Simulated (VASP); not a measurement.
Consider the following.

```
CELL_PARAMETERS angstrom
      0.00000     3.44500     3.44500
      3.44500     0.00000     3.44500
      3.44500     3.44500     0.00000
ATOMIC_POSITIONS crystal
  Rb 0.00000 0.00000 0.00000
  Br 0.50000 0.50000 0.50000
```

Level of theory: vdW-DF-cx, VASP's PBE PAW potentials (set 64) (plane waves; VASP 6.6.1). Numerical set-up: 520 eV cut-off, Gaussian smearing of 0.050 eV, potentials Rb_sv Br.

**Question.** Give the energies of bands 6 to 11 at the high-symmetry points, in eV from the valence-band maximum.

**Answer.** 
```tsv
band	Γ	X	U	L	W
6	0.00	-0.47	-0.48	-0.96	-0.48
7	0.00	-0.16	-0.41	-0.34	-0.34
8	0.00	-0.16	-0.26	-0.34	-0.34
9	4.39	5.69	6.41	6.83	7.14
10	7.31	7.12	8.11	7.76	7.14
11	7.31	9.20	8.20	9.50	8.26
```

The gap is direct, 4.39 eV, from the valence maximum at Γ to the conduction minimum at Γ.

Measured: gap 7.20 eV (computed value off by -2.81 eV), as given by Aguado et al., (1998), arXiv:cond-mat/9809176.

The compound is RbBr in the rock salt structure. The cell was not relaxed at this level.
